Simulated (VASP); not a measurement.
Here is a VASP 6.6.1 calculation.

The input POSCAR:

```
CeNiAsO
1.0
    4.0145370000      0.0000000000      0.0000000000
    0.0000000000      4.0145370000      0.0000000000
    0.0000000000      0.0000000000      7.9072300000
Ce As Ni O
2 2 2 2
Direct
    0.5000000000      0.0000000000      0.1547390000
    0.0000000000      0.5000000000      0.8452610000
    0.5000000000      0.0000000000      0.6486320000
    0.0000000000      0.5000000000      0.3513680000
    0.5000000000      0.5000000000      0.5000000000
    0.0000000000      0.0000000000      0.5000000000
    0.5000000000      0.5000000000      0.0000000000
    0.0000000000      0.0000000000      0.0000000000
```

Contents of INCAR.step1:

```
  ALGO = Normal
  EDIFF = 1E-6
  ENCUT = 520
  GGA = PE
  ISIF = 2
  ISMEAR = -1
  ISPIN = 2
  LASPH = True
  LCHARG = True
  LDAU = True
  LDAUJ = 0 0 0 0
  LDAUL = 3 -1 2 -1
  LDAUPRINT = 1
  LDAUTYPE = 2
  LDAUU = 2 0 2 0
  LMAXMIX = 6
  LREAL = False
  LWAVE = False
  MAGMOM = 1 -1 0 0 1 -1 0 0
  NELM = 150
  PREC = Accurate
  SIGMA = 0.05
```

KPOINTS.step1

```
k-points
0
Gamma
  5 5 3
```

INCAR.step2

```
  ALGO = Normal
  EDIFF = 1E-6
  ENCUT = 520
  GGA = PE
  ICHARG = 11
  ISIF = 2
  ISMEAR = -5
  ISPIN = 2
  LASPH = True
  LCHARG = False
  LDAU = True
  LDAUJ = 0 0 0 0
  LDAUL = 3 -1 2 -1
  LDAUPRINT = 1
  LDAUTYPE = 2
  LDAUU = 2 0 2 0
  LMAXMIX = 6
  LORBIT = 11
  LREAL = False
  LWAVE = False
  MAGMOM = 1 -1 0 0 1 -1 0 0
  NEDOS = 2001
  NELM = 150
  PREC = Accurate
  SIGMA = 0.05
```

File KPOINTS.step2:

```
k-points
0
Gamma
  8 8 5
```

Potentials or basis: VASP PAW PBE potentials, release 64 (Ce, As, Ni, O).

Run with:

```console
$ cat potpaw_PBE.64/Ce/POTCAR potpaw_PBE.64/As/POTCAR potpaw_PBE.64/Ni/POTCAR potpaw_PBE.64/O/POTCAR > POTCAR
$ cp INCAR.step1 INCAR
$ cp KPOINTS.step1 KPOINTS
$ mpirun -np 1 vasp_std > vasp.out
$ cp INCAR.step2 INCAR
$ cp KPOINTS.step2 KPOINTS
$ mpirun -np 1 vasp_std > vasp.out
```

Question: Estimate the net moment.

Answer: 0.00 μB per cell.

Eigenvalues of the final occupation matrices:
| site | spin | trace | eigenvalues |
| --- | --- | --- | --- |
| site 1 f | 1 | 0.49 | 0.02 0.02 0.06 0.06 0.06 0.08 0.18 |
| site 1 f | 2 | 0.49 | 0.02 0.02 0.06 0.06 0.06 0.08 0.18 |
| site 2 f | 1 | 0.49 | 0.02 0.02 0.06 0.06 0.06 0.08 0.18 |
| site 2 f | 2 | 0.49 | 0.02 0.02 0.06 0.06 0.06 0.08 0.18 |
| site 5 d | 1 | 4.30 | 0.83 0.84 0.84 0.88 0.90 |
| site 5 d | 2 | 4.30 | 0.83 0.84 0.84 0.88 0.90 |
| site 6 d | 1 | 4.30 | 0.83 0.84 0.84 0.88 0.90 |
| site 6 d | 2 | 4.30 | 0.83 0.84 0.84 0.88 0.90 |

Caveat: the magnetic or orbital state may not be the lowest; spin-orbit coupling is left out, which moves the levels of the heavy elements. The state reached can hang on the start; a lower one may exist.
